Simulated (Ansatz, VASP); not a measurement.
# Cross-check of CeSb between VASP and Ansatz, part 2 of 2

Aim: how closely do two programs agree when they are given the same cell, functional and k mesh?

VASP 6.6.1 and Ansatz 0.2.0.

So far: Set-up; VASP: single point, r2SCAN, DFT+U.

The database entry behind the starting cell differs from later determinations by our own check (about 0.3 % short), so it need not match the best structure at ambient conditions.

In doubt: a part-filled 4f shell, where there is one, can sit in one of many states, so energies may not be the lowest and differences between runs may mislead; derivatives with an open 4f shell can jump between states, which bears on forces and vibrations.

### Step 3. Ansatz: single point, r2SCAN, DFT+U

Level of this step: Ansatz beside VASP: Kohn-Sham DFT, plane waves, r2SCAN, DFT+U (Ansatz).

Ansatz runs on its default PAW (the set named soft_2) files.

The same cell, functional, mesh and smearing now go to Ansatz, which takes its cutoff from its data sets.

Contents of input.yaml:

```yaml
crystal:
  lattice:
    - [0.0, 3.1995, 3.1995]
    - [3.1995, 0.0, 3.1995]
    - [3.1995, 3.1995, 0.0]
  atoms:
    - { symbol: Ce, position: [0.0, 0.0, 0.0], spin: 1.0 }
    - { symbol: Sb, position: [0.5, 0.5, 0.5] }
hamiltonian:
  xc: r2scan
  pseudopotentials: { kind: paw }
  hubbard: { sites: [{ species: Ce, l: f, u_eff: 7.0 }] }
magnetization:
  spin_polarized: true
kpoints:
  mp_grid: { grid: [6, 6, 6] }
scf:
  occupations: { method: gaussian, width: 0.05 }
  n_extra_bands: 6
output:
  forces: true
  stress: true
  eigenvalues: true
```

The run is started by

```
$ ansatz run input.yaml --threads 2 --pin off --max-ram 4608MiB --backend cpu --events-out ev --progress --plain --runs-dir out
```

Numbers of over 12 decimals in the logs are rounded to 6 here.

What it wrote:

```text
Ce: projections on atomic orbitals take those of the free atom [Kr 4d10] 4f1 5s2 5p6 5d1 6s2, of charge +0.00 (hamiltonian.pseudopotentials.projection_atoms); the dataset's partial waves leave at most 1.4e-5 of an orbital's norm unspanned inside its sphere
Sb: projections on atomic orbitals take those of the free atom [Kr] 4d10 5s2 5p3, of charge +0.00 (hamiltonian.pseudopotentials.projection_atoms); the dataset's partial waves leave at most 3.6e-6 of an orbital's norm unspanned inside its sphere
scf.n_extra_bands = 6 over 14 filled bands (N_el = 27.0): the run solves 20 bands
Engine: ansatz 0.2.0, aarch64-unknown-linux-gnu
Pseudopotentials: kind: paw
Pseudopotential: Ce, paw, valence charge 12, recommended cutoff 500 eV (meta_gga), Ce.paw.azcp
Pseudopotential: Sb, paw, valence charge 15, recommended cutoff 500 eV (meta_gga), Sb.paw.azcp
Functional definition: r2SCAN
  parameter k0 = 0.174
  parameter k1 = 0.065
  parameter a1 = 4.9479
  exchange = r2scan_x(k0 = k0, k1 = k1, a1 = a1)
  correlation = r2scan_c
Crystal: 2 atoms, lattice volume = 65.505 Å³
Basis set: ecut = 500 eV, 1687 PW (Γ), exchange–correlation on 144×144×144 points (64 copies of the dense FFT grid, shifted against one another)
Bands: 20, of which v1, the nominal top of the filled ones, is band 14 counted from 1 (13 counted from 0)
Symmetry: 48 space group operations
Space group: Fm-3m (ITA 225), of the structure as read, at distance tolerance 4.0e-5 Å
Magnetic group: BNS 225.116 (UNI 1618), of the structure as read, at distance tolerance 4.0e-5 Å
k-points: 16 of 216
Non-local potential: Ce, projectors of the file, l = 0: 3, l = 1: 2, l = 2: 2, l = 3: 3
Non-local potential: Sb, projectors of the file, l = 0: 2, l = 1: 2, l = 2: 2, l = 3: 2
PAW form: soft (Blöchl's): semilocal exchange-correlation on the pseudo side does not see the compensation charge
PAW frozen core: Ce, regenerated for the run's functional (the file was generated under x = pbe(κ = 0.804, μ = 0.219515), c = pbe(β = 0.066725))
PAW frozen core: Sb, regenerated for the run's functional (the file was generated under x = pbe(κ = 0.804, μ = 0.219515), c = pbe(β = 0.066725))
PAW one-centre angular grid: Ce, 2702 points (default); XC on 160 Gauss nodes
PAW one-centre angular grid: Sb, 590 points (default); XC on 160 Gauss nodes
Initial density: superposition of atomic densities (chi_scale 0.1, normalization cell, long waves kept (reshape's long-wave potential 0.00 eV rms))
Starting moments: Σ|m| = 1 μB on 1 of 2 sites
Initial wavefunctions: pseudopotential atomic-orbital guess
Functional: x = r2scan, c = r2scan; τ floored in thin density (d = 2e-4 eV/Å³)
SCF iter   1: F=—  HF=-13092.774343 eV  |F-HF|=—  |Δ(HF+E_count)|=         —  Δρ=8.94e-2 (↑8.94e-2 ↓8.34e-2)  dr2=1.20e1  dr2_τ=3.63e-2  dr2_m=1.69e-1  M=0.271 μB ∫|m|=0.298 μB  β_m=0.30  ethr=3.10e-3  ⟨swp⟩=6.0  Hψ=2993  notcnv=0
preconditioner: auto → none  [insulator: Δε(μ)=0.117 eV  Ē_g=7.766 eV  σ=0.050 eV  W_gap=0.90  n_scr=14 (ndim 8)  ℏωp=13.8 eV  f_vac=0.001  D(μ)=0.62/eV (n_scr^D=0)  ε∞_Penn≈4.1]
SCF iter   2: F=—  HF=-13088.790781 eV  |F-HF|=—  |Δ(HF+E_count)|=    3.98e0  Δρ=5.49e-2 (↑4.89e-2 ↓5.49e-2)  dr2=2.55e0  dr2_τ=7.05e-2  dr2_m=6.33e-2  M=0.365 μB ∫|m|=0.397 μB  β_m=0.30  ethr=3.10e-3  ⟨swp⟩=7.3  Hψ=2403  notcnv=0  defer=40  κ⁻¹=1.0e0(r=1)
preconditioner: auto → Kerker (q_TF=auto, 2.354 Å⁻¹)  [metal: Δε(μ)=0.049 eV  Ē_g=5.311 eV  σ=0.050 eV  W_gap=0.42  n_scr=14 (ndim 8)  ℏωp=13.8 eV  f_vac=0.003  D(μ)=1.66/eV (n_scr^D=14)]
spin=Collinear: Kerker preconditioning applied to the charge; magnetization (m = ρ↑ − ρ↓) channel mixes plain (no charge-response kernel on spin).
SCF iter   3: F=—  HF=-13089.701254 eV  |F-HF|=—  |Δ(HF+E_count)|=   9.10e-1  Δρ=1.30e-1 (↑1.30e-1 ↓2.79e-2)  dr2=1.50e1  dr2_τ=5.17e-2  dr2_m=2.82e0  M=1.464 μB ∫|m|=1.608 μB  β_m=1.00  ethr=3.10e-3  ⟨swp⟩=6.6  Hψ=2708  notcnv=0  defer=39  κ⁻¹=3.1e-3(r=2)
SCF iter   4: F=—  HF=-13095.088744 eV  |F-HF|=—  |Δ(HF+E_count)|=    5.39e0  Δρ=1.45e-1 (↑1.45e-1 ↓3.16e-2)  dr2=1.74e1  dr2_τ=1.29e-1  dr2_m=2.15e0  M=0.054 μB ∫|m|=0.152 μB  β_m=0.30  ethr=3.10e-3  ⟨swp⟩=6.5  Hψ=2794  notcnv=0  defer=29  κ⁻¹=1.7e-4(r=3)
SCF iter   5: F=—  HF=-13088.893484 eV  |F-HF|=—  |Δ(HF+E_count)|=    6.20e0  Δρ=5.18e-2 (↑5.18e-2 ↓2.56e-2)  dr2=3.05e0  dr2_τ=6.38e-2  dr2_m=3.61e-1  M=0.154 μB ∫|m|=0.201 μB  β_m=0.30  ethr=3.10e-3  ⟨swp⟩=6.3  Hψ=2253  notcnv=0  defer=61  κ⁻¹=6.8e-6(r=4)
SCF iter   6: F=—  HF=-13088.450958 eV  |F-HF|=—  |Δ(HF+E_count)|=   4.43e-1  Δρ=5.19e-2 (↑5.19e-2 ↓1.54e-2)  dr2=1.44e0  dr2_τ=1.49e-2  dr2_m=5.69e-1  M=0.917 μB ∫|m|=0.985 μB  β_m=1.00  ethr=3.10e-3  ⟨swp⟩=6.8  Hψ=2435  notcnv=0  defer=50  κ⁻¹=5.8e-6(r=5)
SCF iter   7: F=—  HF=-13089.249490 eV  |F-HF|=—  |Δ(HF+E_count)|=   7.99e-1  Δρ=8.35e-2 (↑8.35e-2 ↓2.06e-2)  dr2=7.49e0  dr2_τ=3.00e-2  dr2_m=6.53e-1  M=1.306 μB ∫|m|=1.474 μB  β_m=1.00  ethr=3.10e-3  ⟨swp⟩=5.1  Hψ=1492  notcnv=0  defer=33  κ⁻¹=4.7e-6(r=6)
SCF iter   8: F=—  HF=-13088.337795 eV  |F-HF|=—  |Δ(HF+E_count)|=   9.12e-1  Δρ=4.02e-2 (↑4.02e-2 ↓2.33e-2)  dr2=3.16e-1  dr2_τ=2.30e-1  dr2_m=5.88e-1  M=0.637 μB ∫|m|=0.715 μB  β_m=0.30  ethr=3.10e-3  ⟨swp⟩=5.9  Hψ=2411  notcnv=0  defer=47  κ⁻¹=2.5e-6(r=7)
[...]
preconditioner: auto → Kerker (q_TF=auto, 2.354 Å⁻¹)  [metal: Δε(μ)=0.015 eV  Ē_g=7.643 eV  σ=0.050 eV  W_gap=0.17  n_scr=14 (ndim 8)  ℏωp=13.8 eV  f_vac=0.002  D(μ)=0.61/eV (n_scr^D=0)]
spin=Collinear: Kerker preconditioning applied to the charge; magnetization (m = ρ↑ − ρ↓) channel mixes plain (no charge-response kernel on spin).
[...]
SCF 3 converged in 8 iterations: F = -13091.225266 eV  dr2 = 1.13e-8
[...]
preconditioner: auto → none  [insulator: Δε(μ)=0.193 eV  Ē_g=6.291 eV  σ=0.050 eV  W_gap=0.53  n_scr=14 (ndim 8)  ℏωp=13.8 eV  f_vac=0.002  D(μ)=0.88/eV (n_scr^D=0)  ε∞_Penn≈5.8]
SCF iter   2: F=—  HF=-13091.365903 eV  |F-HF|=—  |Δ(HF+E_count)|=         —  Δρ=9.47e-3 (↑9.47e-3 ↓7.95e-3)  dr2=3.16e-1  dr2_τ=1.28e-2  dr2_m=1.79e-3  M=1.001 μB ∫|m|=1.100 μB  ethr=3.70e-6  ⟨swp⟩=1.2  Hψ=6181  notcnv=0
SCF iter   3: F=—  HF=-13091.239733 eV  |F-HF|=—  |Δ(HF+E_count)|=   1.26e-1  Δρ=2.34e-3 (↑1.61e-3 ↓2.34e-3)  dr2=1.73e-2  dr2_τ=1.39e-4  dr2_m=6.34e-4  M=1.021 μB ∫|m|=1.110 μB  ethr=3.70e-6  ⟨swp⟩=1.7  Hψ=3025  notcnv=0
SCF iter   4: F=—  HF=-13091.235219 eV  |F-HF|=—  |Δ(HF+E_count)|=   4.51e-3  Δρ=4.19e-4 (↑4.19e-4 ↓2.67e-4)  dr2=2.20e-4  dr2_τ=1.11e-5  dr2_m=2.35e-5  M=1.007 μB ∫|m|=1.102 μB  ethr=3.70e-6  ⟨swp⟩=1.1  Hψ=2163  notcnv=0
SCF iter   5: F=—  HF=-13091.235200 eV  |F-HF|=—  |Δ(HF+E_count)|=   1.87e-5  Δρ=5.70e-5 (↑5.70e-5 ↓4.20e-5)  dr2=5.30e-6  dr2_τ=2.02e-7  dr2_m=4.36e-7  M=1.007 μB ∫|m|=1.100 μB  ethr=8.15e-7  ⟨swp⟩=1.4  Hψ=1854  notcnv=0
SCF iter   6: F=—  HF=-13091.235201 eV  |F-HF|=—  |Δ(HF+E_count)|=   1.19e-6  Δρ=9.00e-6 (↑5.18e-6 ↓9.00e-6)  dr2=2.16e-7  dr2_τ=3.61e-9  dr2_m=1.11e-8  M=1.007 μB ∫|m|=1.099 μB  ethr=1.96e-8  ⟨swp⟩=1.6  Hψ=1720  notcnv=0
SCF iter   7: F=-13091.235201 eV  HF=-13091.235201 eV  |F-HF|=5.57e-9  |Δ(HF+E_count)|=  8.33e-10  Δρ=2.51e-6 (↑2.51e-6 ↓1.44e-6)  dr2=1.05e-8  dr2_τ=4.19e-10  dr2_m=1.03e-9  M=1.007 μB ∫|m|=1.099 μB  ethr=3.70e-10  ⟨swp⟩=1.7  Hψ=1804  notcnv=0
SCF iter   8: F=-13091.235201 eV  HF=-13091.235201 eV  |F-HF|=5.61e-9  |Δ(HF+E_count)|=  8.91e-11  Δρ=2.54e-6 (↑2.54e-6 ↓1.45e-6)  dr2=1.06e-8  dr2_τ=4.29e-10  dr2_m=1.05e-9  M=1.007 μB ∫|m|=1.099 μB  ethr=3.88e-11  ⟨swp⟩=1.7  Hψ=2211  notcnv=0
SCF 4 converged in 8 iterations: F = -13091.235201 eV  dr2 = 1.06e-8
iter 1 solved again at ethr=2.78e-7 eV; its pass at ethr=3.10e-3 eV (dr2=7.50e-5 eV) is discarded
SCF iter   1: F=-13091.235202 eV  HF=-13091.235202 eV  |F-HF|=7.33e-9  |Δ(HF+E_count)|=         —  Δρ=2.60e-6 (↑2.60e-6 ↓1.99e-6)  dr2=1.27e-8  dr2_τ=6.37e-10  dr2_m=1.05e-9  M=1.007 μB ∫|m|=1.099 μB  β_m=1.20  ethr=2.78e-7  ⟨swp⟩=3.4  Hψ=4974  notcnv=0
eigensolver tolerance schedule: the retry pair's looser diagonalisation over-reported the residual by 5917.76 of it (diagonalisation noise at 1.13 of the residual, at the tolerance the schedule requests for it); recorded, not acted on — ethr = c·dr2/N_el stays at c = 1.0e-1
preconditioner: auto → none  [insulator: Δε(μ)=0.093 eV  Ē_g=7.182 eV  σ=0.050 eV  W_gap=0.80  n_scr=14 (ndim 8)  ℏωp=13.8 eV  f_vac=0.002  D(μ)=0.37/eV (n_scr^D=0)  ε∞_Penn≈4.7]
SCF iter   2: F=-13091.235201 eV  HF=-13091.235201 eV  |F-HF|=2.56e-10  |Δ(HF+E_count)|=   2.11e-7  Δρ=7.94e-7 (↑7.94e-7 ↓7.81e-7)  dr2=1.03e-9  dr2_τ=9.01e-11  dr2_m=7.20e-11  M=1.007 μB ∫|m|=1.099 μB  ethr=4.69e-11  ⟨swp⟩=7.6  Hψ=3313  notcnv=0
SCF 5 converged in 2 iterations: F = -13091.235201 eV  dr2 = 1.03e-9
the run went on to a lower state: an SCF from another whole filling of 1 corrected shell (1 electron), with the run's symmetry operations kept, reached one 2.4514 eV below the state on which the run stood (F = -13088.783806 eV). Another filling can lie lower. Whole fillings of corrected shells: 3 of 3 tried, 0 with no close
SCF converged after 2 iterations
Magnetization: 1.0073 μB (14.0036 up, 12.9964 down)
Absolute magnetization: 1.0803 μB (∫|ρ↑−ρ↓|, with the PAW one-centre terms)
Spin contamination: 0.0024 ħ² per cell (⟨S²⟩ above its minimum at these occupations)
Per-site moments (μB) at R_I (Å): [(0.996440, 1.319794), (-0.015704, 1.319794)]
Free energy (F): -13091.235201 eV
Harris-Foulkes:  -13091.235201 eV  (|F-HF|=2.56e-10)
Internal energy: -13091.234738 eV  (E = F + TS)
E sigma→0 (E₀):  -13091.234970 eV
Entropy (-TS):   -0.000463 eV (-0.232 meV/atom)
Fermi energy:    10.379947 eV
--- Per-component energies (eV) ---
  E_band       = -213.225740
  E_kinetic    = 575.769050
  E_local      = -2111.826290  (includes V_loc(G=0)·N_el)
  E_nonlocal   = 324.116315
  E_hartree    = 912.489901
  E_xc         = -346.112073
  E_vxc        = -379.126274  (∫ρ·V_xc dr)
  E_hubbard    = 0.180117  (on-site DFT+U / exact-exchange correction)
  E_vhub       = -3.315433  (the Hubbard potential's part of the band-sum identity)
  E_paw        = -10101.498810  (= ΣΔE_a)
  E_vpaw       = -465.175994  (= ΣTr[D̂ρ^β])
  E_aug_tail   = -0.000001  (compensation charges beyond the density's cutoff)
  E_vtau       = 21.352335  (kinetic-family band-sum trace: ∫τ·v_τ [+ j·A + Jᵃ·Aᵃ] dr)
  E_ewald      = -2344.941360
  E_core_change = 0.588414  (= ΣΔE_core)
  E_smearing   = -0.000463  (= −TS)
  E_closure    = 0.000000  (closes the sum)
  Σ components = -13091.235201   (vs F -13091.235201, Δ=0.00e0)
--- Forces (eV/Å), atoms counted from 1 ---
  atom   1  Ce    -0.00000000     0.00000000     0.00000000
  atom   2  Sb     0.00000000    -0.00000000     0.00000000
  max |Σ_I F_I| component: 1.66e-28 eV/Å
--- Stress (GPa, compression-positive) ---
        3.452370       0.000000      -0.000000
        0.000000       3.452370      -0.000000
        0.000000      -0.000000       3.452370
  P = ⅓ Tr σ = 3.4524 GPa (34.524 kbar)
--- Band table (eV; the first three rows and the last of 32) ---
  k-point 0 ↑: bands = [... 10 lower, 6.3911, 10.9162, 10.9162, 10.9162, 11.6725, 11.6725, 11.6725, 12.3803, ... 2 higher]
  k-point 1 ↑: bands = [... 10 lower, 6.4138, 9.3774, 9.8299, 9.8299, 12.0860, 12.0860, 12.2366, 13.6499, ... 2 higher]
  k-point 2 ↑: bands = [... 10 lower, 6.4590, 7.6066, 8.8382, 8.8382, 12.9091, 13.0086, 13.0086, 14.4110, ... 2 higher]
  k-point 15 ↓: bands = [... 10 lower, 8.6575, 8.7676, 9.0806, 12.0999, 14.1109, 14.1620, 14.9774, 15.0393, ... 2 higher]
Occupation matrices written to <dir>
```

The job ended after 3.1 min (2 threads of Arm Neoverse N1, shared host; peak memory 0.75 GiB; 6.2 min of CPU time).

The run ends at a pressure of 3.45 GPa.

### Step 4. Comparison

Known differences besides the PAW data sets themselves: U acts on the PAW sphere in VASP and on atomic orbitals in Ansatz, so only states and trends compare; VASP keeps PBE cores, Ansatz makes them for the functional; the data sets hold 27 valence electrons in Ansatz (default PAW (the set named soft_2) files) and 17 in VASP; the cutoff is 500 eV in Ansatz and 400 eV in VASP; site moments are counted in spheres of each program's own size. Total energies have different zeros and are not compared.

Compared:

| quantity | Ansatz | VASP | difference |
| --- | --- | --- | --- |
| pressure (GPa) | 3.45 | -4.17 | +7.62 |
| total moment (μB) | 1.01 | 0.00 | +1.01 |
| moment on Ce1 (μB) | 1.00 | 0.00 | +0.99 |

By their total or site moments the two runs ended in different magnetic states; the other differences may follow from that, so they don't measure the programs' precision.

### Step 5. What moves the difference

The difference is large enough to ask for its cause, so further runs change the set-up of one program at a time, as the table lists.

| run | difference in total moment (μB) |
| --- | --- |
| as above | 1.0 |
| a start from the moments at which VASP ended, with Ansatz's search for lower states switched off | 0.91 |
| cores kept as stored, as VASP does | 1.0 |

### Step 6. Outcome

```json
{"difference in total moment (single point, r2SCAN, DFT+U)": "1.0 μB"}
```

In words: The difference in total moment is 1.0 μB (single point, r2SCAN, DFT+U). The runs ended with unlike moments, so this pair says little about numerical agreement. For single point, r2SCAN, DFT+U: no further run halves the difference in total moment; only Ansatz's side was varied. In Ansatz the state reached from VASP's moments (total 0.91 μB) lies 1226 meV/atom above the first one. How closely two codes agree says nothing of how well the functional describes the real material.

[Lines on the potential files, build, host, timing and source positions are cut from VASP's logs without a mark.]

[Logs are printed without paths, hosts, clocks, repeated set-up lines and the standing remarks that a program may print on its own settings, such as how far it seeks lower states.]

[Hosts, paths, dates, database ids (printed as entryN), source tags and the programs' standing remarks are cut or masked in the printed files.]
